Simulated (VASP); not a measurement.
Here is the system:

```yaml
crystal:
  lattice:
    - [4.04573, 0.00000, 0.00000]
    - [0.00000, 4.04573, 0.00000]
    - [0.00000, 0.00000, 4.04573]
  atoms:
    - { symbol: Tl, position: [0.00000, 0.00000, 0.00000] }
    - { symbol: Br, position: [0.50000, 0.50000, 0.50000] }
```

Method: PBE GGA, VASP's PBE PAW potentials (set 64) (plane waves; VASP 6.6.1). Run with 400 eV cut-off, 7×7×7 Γ-centred mesh, tetrahedra with Blöchl corrections, potentials Tl_d Br.

Predict the energy per atom (σ→0).

```json
{
  "energy per atom (σ→0)": "-2773 meV/atom"
}
```

The compound is TlBr in the CsCl type structure. It was relaxed first.
